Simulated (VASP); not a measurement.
Energy against volume of PbF$_{2}$ (fluorite). These are PBEsol GGA, VASP's PBE PAW potentials (set 64) (plane waves; VASP) values and carry that method's errors. Settings: 520 eV cut-off, 7×7×7 Γ-centred mesh, Gaussian smearing of 0.050 eV, potentials Pb_d F.

| V (Å³/atom) | E (eV/atom) |
|---|---|
| 16.558 | -4.97403 |
| 17.071 | -4.97880 |
| 17.583 | -4.97610 |
| 18.095 | -4.96715 |

Problem. Fit these four points and predict the energy of the run at 16.046 Å³/atom.

Solution. A cubic in V^(−2/3), the third-order Birch-Murnaghan form, passes through the four points with V0 = 17.13 Å³/atom and B0 = 76 GPa, and gives -4.9604 eV/atom there. The run gave -4.9604 eV/atom, -0.1 meV/atom from the fit; all five points give B0 = 76 GPa.

The compound is PbF2 in the fluorite structure, the β form. It was relaxed first.
